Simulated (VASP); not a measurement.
Method: PBEsol GGA, VASP's PBE PAW potentials (set 64) (plane waves; VASP).

The input files of a VASP run:

File POSCAR:
```
HfBRh3
1
    4.0952600000     0.0000000000     0.0000000000
    0.0000000000     4.0952600000     0.0000000000
    0.0000000000     0.0000000000     4.0952600000
Hf B Rh
1 1 3
Direct
  0.0000000000   0.0000000000   0.0000000000
  0.5000000000   0.5000000000   0.5000000000
  0.0000000000   0.5000000000   0.5000000000
  0.5000000000   0.0000000000   0.5000000000
  0.5000000000   0.5000000000   0.0000000000
```

INCAR:
```
SYSTEM = HfBRh3
PREC = Accurate; ENCUT = 400; LREAL = .False.
LASPH = .True.
EDIFF = 1E-6; NELM = 100; ALGO = Normal
LMAXMIX = 6
ISMEAR = 0; SIGMA = 0.05
GGA = PS
ISIF = 2
LWAVE = .False.; LCHARG = .False.
```

### KPOINTS
```
Automatic mesh
0
gamma
 2 2 2
```

POTCAR, in this order: Hf_pv B Rh_pv (PBE.64 set). Program: vasp_std.

### Question
What will the output report for the number of irreducible k-points (NKPTS), largest plane-wave count, number of space-group operations, FFT grid (NGX, NGY, NGZ)?

### Answer

| Property | Result |
|---|---|
| number of irreducible k-points (NKPTS) | 4 |
| largest plane-wave count | 1260 |
| number of space-group operations | 48 |
| FFT grid (NGX, NGY, NGZ) | 28 × 28 × 28 |

The structure comes from a computed database's HfBRh3 entry (Pm-3m); how it stands against other phases isn't given here. The cell was not relaxed at this level. The k-mesh is coarse (spacing up to 0.77 per Å, 2π included), so the numbers may not be converged in it. The run is one of a series of settings (KPOINTS 2×2×2 Γ-centred mesh against the base run), some of them coarse on purpose.
